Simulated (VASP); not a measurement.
Here is the system:

```
CELL_PARAMETERS angstrom
     -1.48909     1.48909     1.48909
      1.48909    -1.48909     1.48909
      1.48909     1.48909    -1.48909
ATOMIC_POSITIONS crystal
  V  0.00000 0.00000 0.00000
```

Level of theory: r2SCAN meta-GGA, VASP's PBE PAW potentials (set 64) (plane waves; VASP 6.6.1). Run with 480 eV cut-off, 16×16×16 Γ-centred mesh, first-order Methfessel-Paxton smearing of 0.10 eV, potentials V_sv.

Energy and stress use the plane-wave basis of the starting cell.

Task: The ions, cell shape and volume at an external pressure of 15.0 GPa are relaxed. What does this cell relax into?

Result: 
```
CELL_PARAMETERS angstrom
     -1.45957     1.45957     1.45957
      1.45957    -1.45957     1.45957
      1.45957     1.45957    -1.45957
ATOMIC_POSITIONS crystal
  V  0.00000 0.00000 0.00000
```
Space group Im-3m (229), at a tolerance of 0.03 Å.

Task: How do energy and volume change from the first to the last step?

Result: The energy (σ→0) changes by +38.6 meV/atom and the volume by -5.8 %, in 4 ionic steps.

The compound is V in the bcc structure. This run relaxes it under an external pressure of 15 GPa. Symmetry was kept, so distortions that lower it aren't found. The run is not spin-polarised, so no magnetic state was tried.
